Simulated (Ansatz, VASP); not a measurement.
# CeS3H3 (Ce(SH)3) in VASP and in Ansatz

File INCAR:

```
SYSTEM = CeH3S3
  PREC = Accurate
  ENCUT = 520
  EDIFF = 1E-6
  ISMEAR = 0
  SIGMA = 0.01
  LREAL = .FALSE.
  LASPH = .TRUE.
  NELM = 150
  ALGO = Normal
  ISIF = 2
  LWAVE = .FALSE.
  LCHARG = .FALSE.
  ISPIN = 2
  MAGMOM = 1 0 0 0 0 0 0
  LORBIT = 11
  LMAXMIX = 6
  LDAU = .TRUE.
  LDAUTYPE = 2
  LDAUL = 3 -1 -1
  LDAUU = 5 0 0
  LDAUJ = 0 0 0
  LDAUPRINT = 1
  GGA = PE
  NBANDS = 30
```

The input KPOINTS:

```
regular mesh
0
G
  1 1 1
  0 0 0
```

The input POSCAR:

```
CeH3S3
1.0
   14.1800000000      0.0000000000      0.0000000000
    0.0000000000     14.4800000000      0.0000000000
    0.0000000000      0.0000000000      9.5400000000
Ce S H
1 3 3
Direct
    0.4769464000      0.4826464100      0.4716981100
    0.6631142500      0.5106208600      0.5145901500
    0.3591234100      0.6265455800      0.5145901500
    0.4086015500      0.3107734800      0.5145901500
    0.6830028200      0.4186788700      0.5287976900
    0.4304880100      0.6893832900      0.5287976900
    0.3173483800      0.3398777600      0.5287976900
```

Input for Ansatz:

```yaml
crystal:
  lattice:
    - [14.18, 0.0, 0.0]
    - [0.0, 14.48, 0.0]
    - [0.0, 0.0, 9.54]
  atoms:
    - { symbol: Ce, position: [0.4769464, 0.48264641, 0.47169811], spin: 1.0 }
    - { symbol: S, position: [0.66311425, 0.51062086, 0.51459015] }
    - { symbol: H, position: [0.68300282, 0.41867887, 0.52879769] }
    - { symbol: S, position: [0.35912341, 0.62654558, 0.51459015] }
    - { symbol: H, position: [0.43048801, 0.68938329, 0.52879769] }
    - { symbol: S, position: [0.40860155, 0.31077348, 0.51459015] }
    - { symbol: H, position: [0.31734838, 0.33987776, 0.52879769] }
basis:
  ecutwfc: 420
  ecutrho_ratio: 4
kpoints:
  mp_grid: { grid: [1, 1, 1] }
hamiltonian:
  xc: pbe
  hubbard: { sites: [{ species: Ce, l: f, u_eff: 5.0 }] }
scf:
  occupations: { method: gaussian, width: 0.01 }
output:
  forces: true
  eigenvalues: true
  populations: true
  hubbard: { sites: [{ species: Ce, l: f }] }
magnetization:
  spin_polarized: true
```

Alike in both runs: task single point; functional PBE; k mesh 1 × 1 × 1; occupations gaussian, width 0.01 eV; collinear spin; Hubbard terms Ce f U = 5.0 eV.

|  | VASP | Ansatz |
| --- | --- | --- |
| version | VASP 6.6.1 | Ansatz 0.2.0 |
| potentials or method | VASP PAW PBE potentials, release 64 (Ce, S, H) | scalar-relativistic, plane waves, PAW |
| plane-wave cutoff (eV) | 520 | 420 |
| valence electrons in the cell | 33 | 33 |

```tsv
	VASP	Ansatz	Ansatz less VASP
gap on the k mesh at the Fermi level (eV)	3.02	2.97	-0.044
rms of the force components (eV/Å)	0.179	0.155	-0.0243
net moment per atom (μB)	0.14	0.14	0.000
size of the moment on the site where the two differ most (μB)	1.00	0.97	-0.026
```

Site moments also hang on the region over which each program counts them. The programs project onto different local orbitals, so the same U acts differently.

Caveats: the magnetic or orbital state may not be the lowest; spin-orbit coupling is left out, which moves the levels of the heavy elements. The state reached can hang on the start; a lower one may exist.
